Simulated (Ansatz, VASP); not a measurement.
# Two plane-wave programs on RbMg2

Contents of INCAR:

```
SYSTEM = RbMg2
ALGO = Normal
EDIFF = 1E-7
ENCUT = 520
GGA = PE
ISIF = 2
ISMEAR = -1
LASPH = .TRUE.
LCHARG = .FALSE.
LREAL = .FALSE.
LWAVE = .FALSE.
NBANDS = 22
NELM = 100
PREC = Accurate
SIGMA = 0.05
```

KPOINTS

```
k-points
0
G
  7 7 6
  0 0 0
```

Contents of POSCAR:

```
RbMg2
1.0
    1.9095999065    -13.5337420232      0.0000000000
    1.9095999065     13.5337420232      0.0000000000
    0.0000000000      0.0000000000      4.7999141637
Rb Mg
2 4
Direct
    0.6728470000      0.3271530000      0.2500000000
    0.3271530000      0.6728470000      0.7500000000
    0.4512240000      0.5487760000      0.2500000000
    0.0425010000      0.9574990000      0.2500000000
    0.9574990000      0.0425010000      0.7500000000
    0.5487760000      0.4512240000      0.7500000000
```

input.yaml

```yaml
crystal:
  lattice:
    - [1.9095999065, -13.5337420232, 0.0]
    - [1.9095999065, 13.5337420232, 0.0]
    - [0.0, 0.0, 4.7999141637]
  atoms:
    - { symbol: Rb, position: [0.672847, 0.327153, 0.25] }
    - { symbol: Rb, position: [0.327153, 0.672847, 0.75] }
    - { symbol: Mg, position: [0.451224, 0.548776, 0.25] }
    - { symbol: Mg, position: [0.042501, 0.957499, 0.25] }
    - { symbol: Mg, position: [0.957499, 0.042501, 0.75] }
    - { symbol: Mg, position: [0.548776, 0.451224, 0.75] }
hamiltonian:
  xc: pbe
  pseudopotentials: { kind: paw }
kpoints:
  mp_grid: { grid: [7, 7, 6] }
scf:
  occupations: { method: fermi_dirac, width: 0.05 }
output:
  forces: true
  stress: true
  eigenvalues: true
```

Change from the starting cell: volume scaled by 0.98.

Alike in both runs: task single point; functional PBE; k mesh 7 × 7 × 6; occupations fermi-dirac, width 0.05 eV; no spin polarisation.

|  | VASP | Ansatz |
| --- | --- | --- |
| version | VASP 6.6.1 | Ansatz 0.2.0 |
| potentials or method | VASP PAW PBE potentials, release 64 (Rb_sv, Mg) | Ansatz PAW |
| plane-wave cutoff (eV) | 520 | 420 |
| valence electrons in the cell | 26 | 58 |

|  | VASP | Ansatz | Ansatz less VASP |
| --- | --- | --- | --- |
| gap on the k mesh at the Fermi level (eV) | none | none | - |
| pressure (GPa) | 0.3 | 0.3 | +0.03 |
| largest component of the traceless stress (GPa) | 0.47 | 0.47 | +0.002 |
| rms of the force components (eV/Å) | 0.020 | 0.020 | +0.0006 |

Atom by atom the forces differ by 0.003 eV/Å (rms over components). A gap of «none» marks a metal or a gap that the smearing closes. The two sets of potentials don't hold the same shells in valence.
